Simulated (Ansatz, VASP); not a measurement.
One calculation of BaSi3, two programs

```
Ba Si
1.0
     4.55301    0.00000    0.00000
     0.00000    4.55301    0.00000
     0.00000    0.00000    4.55301
Ba Si
1 3
Direct
  0.00000 0.00000 0.00000
  0.00000 0.50000 0.50000
  0.50000 0.50000 0.00000
  0.50000 0.00000 0.50000
```

The cell comes from a database or a generator and needn't be the stable form of this composition.

Alike in both runs: task single point; functional PBE; k mesh 6 × 6 × 6; occupations gaussian, width 0.05 eV; no spin polarisation.

|  | VASP | Ansatz |
| --- | --- | --- |
| version | VASP 6.6.1 | Ansatz 0.2.0 |
| potentials or method | VASP PAW PBE potentials, release 64 (Ba_sv, Si) | scalar-relativistic, plane waves, PAW |
| plane-wave cutoff (eV) | 520 | 420 |
| valence electrons in the cell | 22 | 22 |

|  | VASP | Ansatz | Ansatz less VASP |
| --- | --- | --- | --- |
| gap on the k mesh at the Fermi level (eV) | none | none | - |
| pressure (GPa) | -1.4 | -2.0 | -0.68 |

A gap of «none» marks a metal or a gap that the smearing closes.

Spin-orbit coupling is left out, which matters for the levels of Ba.
